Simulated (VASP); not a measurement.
Calculation: PBE GGA, VASP's PBE PAW potentials (set 64) (plane waves; VASP).

Input for VASP

### KPOINTS_OPT
```
k-points along high-symmetry lines
8
Line-mode
Reciprocal
  0.000000   0.000000   0.000000 ! GAMMA
  0.000000   0.500000  -0.500000 ! X

  0.000000   0.500000   0.000000 ! Y
  0.000000   0.000000   0.000000 ! GAMMA

  0.000000   0.000000   0.000000 ! GAMMA
  0.500000   0.500000  -0.500000 ! Z

  0.500000  -0.500000   0.000000 ! R_2
  0.000000   0.000000   0.000000 ! GAMMA

  0.000000   0.000000   0.000000 ! GAMMA
  0.500000   0.000000  -0.500000 ! T_2

  0.500000   0.000000   0.000000 ! U_2
  0.000000   0.000000   0.000000 ! GAMMA

  0.000000   0.000000   0.000000 ! GAMMA
  0.000000   0.000000  -0.500000 ! V_2
```

**POSCAR**
```
WSi2
1
   -1.6050000000     1.6050000000     3.9150000000
    1.6050000000    -1.6050000000     3.9150000000
    1.6050000000     1.6050000000    -3.9150000000
Si W
2 1
Direct
  0.6669730000   0.6832140000   0.0253420000
  0.3639920000   0.3030030000  -0.0203880000
 -0.0309660000   0.0137840000  -0.0049530000
```

KPOINTS:
```
Automatic mesh
0
gamma
  7 7 9
```

INCAR:
```
SYSTEM = WSi2
PREC = Accurate; ENCUT = 300; LREAL = .FALSE.
LASPH = .TRUE.
EDIFF = 1E-6; NELM = 100; ALGO = Normal
LMAXMIX = 6
ISMEAR = 0; SIGMA = 0.136
GGA = PE
ISIF = 2
LWAVE = .FALSE.; LCHARG = .FALSE.
```

POTCAR, in this order: Si W_sv (PBE.64 set). Program: vasp_std.

At this cut-off the stress carries a Pulay error, which pulls relaxed volumes low. Unless said otherwise, spin-orbit coupling is left out, though it shifts the bands of the heavy elements here.

**Question.** What does the run give for the energy per atom (σ→0), pressure, largest force, band gap (over mesh and band path)?

**Answer.** 
```yaml
energy per atom (σ→0): -8.130 eV/atom
band gap (over mesh and band path): none (metal, semimetal or under 0.01 eV)
pressure: 9.04 GPa
largest_force: 3.200 eV/Å
```

OSZICAR:
```
...
DAV:   7    -0.244121937447E+02    0.89128E-01   -0.27837E-01  7526   0.321E+00    0.459E+00
DAV:   8    -0.243923769170E+02    0.19817E-01   -0.48189E-02  8835   0.187E+00    0.334E-01
DAV:   9    -0.243916988103E+02    0.67811E-03   -0.19693E-03  7701   0.383E-01    0.174E-01
DAV:  10    -0.243916165626E+02    0.82248E-04   -0.38634E-04  8492   0.175E-01    0.546E-02
DAV:  11    -0.243916151124E+02    0.14502E-05   -0.33967E-05  8065   0.545E-02    0.174E-02
DAV:  12    -0.243916157766E+02   -0.66422E-06   -0.23409E-06  5801   0.136E-02
   1 F= -.24391616E+02 E0= -.24390686E+02  d E =-.185912E-02
       N       E                     dE             ncg
```

The structure is a typed WSi2 crystal. The cell was not relaxed at this level, atoms are displaced from their ideal sites. The k-mesh is coarse (spacing up to 0.31 per Å, 2π included), so the numbers may not be converged in it.
